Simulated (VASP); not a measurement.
# Pb (Lead): how cutoff and mesh change the relaxed cell, part 2 of 2

Aim: test the relaxed volume of Pb (Lead) against cutoff and mesh. The starting structure is a measured crystal structure from the Crystallography Open Database.

VASP 6.6.1.

Results so far: reference 29.82 Å³ an atom; a cutoff of 240 eV 29.53 Å³ an atom; a 5×5×5 mesh 29.71 Å³ an atom.

## (5) Relaxation with a cutoff of 400 eV

Level of this step: PBEsol; plane waves and PAW (Pb_d) (VASP).

Against step 2 the input has ENCUT = 400.

INCAR reads:

```
SYSTEM = Pb
PREC = Accurate
ENCUT = 400
EDIFF = 1E-06
NELM = 100
ISMEAR = 1
SIGMA = 0.1
LREAL = .FALSE.
ALGO = Normal
GGA = PS
NBANDS = 13
LORBIT = 11
LWAVE = .FALSE.
LCHARG = .FALSE.
KPAR = 2
IBRION = 2
NSW = 50
ISIF = 3
EDIFFG = -0.01
```

POSCAR reads:

```
Pb
1.0
    0.0000000000      2.4752500000      2.4752500000
    2.4752500000      0.0000000000      2.4752500000
    2.4752500000      2.4752500000      0.0000000000
Pb
1
Direct
    0.0000000000      0.0000000000      0.0000000000
```

KPOINTS reads:

```
Automatic mesh
0
Gamma
10 10 10
0 0 0
```

Potentials, in the order of the species: Pb_d (PBE family, release 64).

Started as:

```console
mpirun -np 2 vasp_std
```

The program printed:

```text
[... set-up lines as in an earlier step ...]
 entering main loop
       N       E                     dE             d eps       ncg     rms          rms(c)
DAV:   1     0.101766698530E+03    0.10177E+03   -0.62398E+03  1252   0.105E+03
DAV:   2     0.959387528518E+00   -0.10081E+03   -0.97219E+02  1292   0.294E+02
DAV:   3    -0.390007749248E+01   -0.48595E+01   -0.48394E+01  1562   0.711E+01
DAV:   4    -0.400948451768E+01   -0.10941E+00   -0.10939E+00  1469   0.112E+01
[...]
DAV:   8    -0.399695145345E+01    0.20888E-03   -0.42832E-04  1801   0.348E-01    0.990E-03
DAV:   9    -0.399694990820E+01    0.15452E-05   -0.93888E-06  1609   0.557E-02    0.444E-03
DAV:  10    -0.399694978358E+01    0.12462E-06   -0.70407E-07   991   0.127E-02
   1 F= -.39969498E+01 E0= -.39965101E+01  d E =-.399695E+01
[...]
N       E                     dE             d eps       ncg     rms          rms(c)
DAV:   1    -0.409373959565E+01   -0.96790E-01   -0.24853E+00  1562   0.309E+01    0.162E+00
[...]
DAV:   5    -0.399826728576E+01   -0.64632E-04   -0.24243E-04  1452   0.116E-01    0.121E-02
DAV:   6    -0.399826144673E+01    0.58390E-05   -0.11340E-05  1517   0.486E-02    0.151E-03
DAV:   7    -0.399826085329E+01    0.59345E-06   -0.50324E-07  1110   0.588E-03
   2 F= -.39982609E+01 E0= -.39979234E+01  d E =-.131107E-02
 trial-energy change:   -0.001311  1 .order   -0.001246   -0.003823    0.001332
 step:   0.7557(harm=  0.7416)  dis= 0.00000  next Energy=    -3.998423 (dE=-0.147E-02)
[...]
N       E                     dE             d eps       ncg     rms          rms(c)
DAV:   1    -0.400406616219E+01   -0.58047E-02   -0.15258E-01  1547   0.792E+00    0.392E-01
DAV:   2    -0.399912275118E+01    0.49434E-02   -0.88507E-03  1462   0.191E+00    0.138E-01
DAV:   3    -0.399841533660E+01    0.70741E-03   -0.25373E-03  1707   0.967E-01    0.112E-02
DAV:   4    -0.399841312133E+01    0.22153E-05   -0.41894E-05  1437   0.647E-02    0.623E-03
DAV:   5    -0.399841205465E+01    0.10667E-05   -0.15417E-05  1432   0.311E-02    0.327E-03
DAV:   6    -0.399841192618E+01    0.12847E-06   -0.86408E-07  1047   0.157E-02
   3 F= -.39984119E+01 E0= -.39980606E+01  d E =-.146214E-02
[...]
reached required accuracy - stopping structural energy minimisation
```

Wall time 9.4 s (2 MPI ranks of Intel Xeon Platinum 8488C (Sapphire Rapids), shared host); peak memory 0.27 GiB; 14 s of CPU time.

OUTCAR, selected parts (step 5):

```text
  Total        0.0006191      0.0006191      0.0006191     -0.0000000     -0.0000000     -0.0000000
  in kB        0.0332905      0.0332905      0.0332905     -0.0000000     -0.0000000     -0.0000000
  external PRESSURE =       0.0332905 kB  Pullay stress =       0.0000000 kB

 POSITION                                       TOTAL-FORCE (eV/Angst)
 -----------------------------------------------------------------------------------
      0.00000      0.00000      0.00000        -0.000000      0.000000      0.000000
 -----------------------------------------------------------------------------------
    total drift:                                0.000000      0.000000     -0.000000

  FREE ENERGIE OF THE ION-ELECTRON SYSTEM (eV)
  ---------------------------------------------------
  free  energy   TOTEN  =        -3.9984119262 eV

  energy  without entropy=       -3.9973580903  energy(sigma->0) =       -3.99806065

[... 2 parts as in an earlier step ...]

[... 2 further parts left out ...]
[key lines of the parts left out:]
E-fermi :   7.3589
```

With a cutoff of 400 eV the cell ends at 29.795 Å³ an atom, -0.07 % from the reference.

## (6) Relaxation with a 14×14×14 mesh

Against step 2 the input has a 14×14×14 mesh.

INCAR: that of step 5 with these lines changed.

```diff
@@ -2,3 +2,3 @@
 PREC = Accurate
-ENCUT = 400
+ENCUT = 450
 EDIFF = 1E-06
```

POSCAR is that of step 5.

KPOINTS reads:

```
Automatic mesh
0
Gamma
14 14 14
0 0 0
```

Started as:

```console
mpirun -np 2 vasp_std
```

The program printed:

```text
[... set-up lines as in an earlier step ...]
 entering main loop
       N       E                     dE             d eps       ncg     rms          rms(c)
DAV:   1     0.101255338677E+03    0.10126E+03   -0.65819E+03  2808   0.114E+03
DAV:   2     0.849752264416E+00   -0.10041E+03   -0.97008E+02  2889   0.294E+02
DAV:   3    -0.390676070058E+01   -0.47565E+01   -0.47448E+01  3340   0.698E+01
DAV:   4    -0.401434021283E+01   -0.10758E+00   -0.10755E+00  3364   0.112E+01
[...]
DAV:   8    -0.400236311499E+01    0.20495E-03   -0.39858E-04  4171   0.334E-01    0.934E-03
DAV:   9    -0.400236178039E+01    0.13346E-05   -0.70044E-06  3501   0.483E-02    0.432E-03
DAV:  10    -0.400236163174E+01    0.14865E-06   -0.55197E-07  2247   0.109E-02
   1 F= -.40023616E+01 E0= -.40023553E+01  d E =-.400236E+01
[...]
N       E                     dE             d eps       ncg     rms          rms(c)
DAV:   1    -0.403055048544E+01   -0.28189E-01   -0.73386E-01  3499   0.170E+01    0.871E-01
[...]
DAV:   5    -0.400275152946E+01   -0.21209E-04   -0.71601E-05  3294   0.655E-02    0.689E-03
DAV:   6    -0.400274958547E+01    0.19440E-05   -0.38741E-06  3409   0.310E-02    0.101E-03
DAV:   7    -0.400274913784E+01    0.44762E-06   -0.24182E-07  1997   0.471E-03
   2 F= -.40027491E+01 E0= -.40027772E+01  d E =-.387506E-03
 trial-energy change:   -0.000388  1 .order   -0.000386   -0.001122    0.000350
 step:   0.7623(harm=  0.7623)  dis= 0.00000  next Energy=    -4.002789 (dE=-0.428E-03)
[...]
N       E                     dE             d eps       ncg     rms          rms(c)
DAV:   1    -0.400435094492E+01   -0.16014E-02   -0.42084E-02  3469   0.414E+00    0.206E-01
DAV:   2    -0.400298361306E+01    0.13673E-02   -0.24551E-03  3324   0.100E+00    0.725E-02
DAV:   3    -0.400278897915E+01    0.19463E-03   -0.70179E-04  3781   0.507E-01    0.592E-03
DAV:   4    -0.400278783266E+01    0.11465E-05   -0.11878E-05  3149   0.351E-02    0.331E-03
DAV:   5    -0.400278670628E+01    0.11264E-05   -0.42491E-06  3184   0.165E-02    0.174E-03
DAV:   6    -0.400278672687E+01   -0.20584E-07   -0.24699E-07  1792   0.863E-03
   3 F= -.40027867E+01 E0= -.40028062E+01  d E =-.425095E-03
[...]
reached required accuracy - stopping structural energy minimisation
```

Run time: 16 s. Hardware: 2 MPI ranks; peak memory 0.3 GiB; 27 s of CPU time.

OUTCAR, selected parts (step 6):

```text
  Total        0.0001613      0.0001613      0.0001613     -0.0000000     -0.0000000      0.0000000
  in kB        0.0086049      0.0086049      0.0086049     -0.0000000     -0.0000000      0.0000000
  external PRESSURE =       0.0086049 kB  Pullay stress =       0.0000000 kB

 POSITION                                       TOTAL-FORCE (eV/Angst)
 -----------------------------------------------------------------------------------
      0.00000      0.00000      0.00000         0.000000     -0.000000     -0.000000
 -----------------------------------------------------------------------------------
    total drift:                               -0.000000      0.000000     -0.000000

  FREE ENERGIE OF THE ION-ELECTRON SYSTEM (eV)
  ---------------------------------------------------
  free  energy   TOTEN  =        -4.0027867269 eV

  energy  without entropy=       -4.0028450121  energy(sigma->0) =       -4.00280616

[... 1 part as in an earlier step ...]

[... 3 further parts left out ...]
[key lines of the parts left out:]
E-fermi :   7.2468
```

With a 14×14×14 mesh the cell ends at 30.037 Å³ an atom, +0.74 % from the reference.

## (7) All runs side by side

```csv
run,volume (Å³/atom),change (%),pressure left (GPa),core minutes
reference,29.817,-,0.0,0.273
a cutoff of 240 eV,29.53,-0.96,0.0,0.22
a 5×5×5 mesh,29.714,-0.34,0.0,0.187
a cutoff of 400 eV,29.795,-0.07,0.0,0.313
a 14×14×14 mesh,30.037,0.74,0.0,0.533
```

Core minutes are wall time times ranks, summed over the relaxations behind a row (those for a bulk modulus apart), on shared hosts.

## (8) What came out

```json
{"volume of the reference": "29.82 Å³/atom", "volume against the reference, a cutoff of 240 eV": "-0.96 %", "volume against the reference, a 5×5×5 mesh": "-0.34 %", "volume against the reference, a cutoff of 400 eV": "-0.07 %", "volume against the reference, a 14×14×14 mesh": "+0.74 %"}
```

The volume moves most with a cutoff of 240 eV: -0.96 % against the reference (450 eV, 10×10×10 mesh). On finer settings it changes by +0.74 % with a 14×14×14 mesh. A change this large on a finer setting means that the reference isn't converged, that its relaxation stopped early along a soft direction, or that the runs ended in different electronic states. A cell that shrinks at the lower cutoff is the usual mark of Pulay stress, the error that a plane-wave basis makes when it is kept while the volume changes. Further runs on this material are not shown.

[Lines on the potential files, build, host, timing and source positions are cut from VASP's logs without a mark.]

[Logs are printed without paths, hosts, clocks, repeated set-up lines and the standing remarks that a program may print on its own settings, such as how far it seeks lower states.]

[Hosts, paths, dates, database ids (printed as entryN), source tags and the programs' standing remarks are cut or masked in the printed files.]
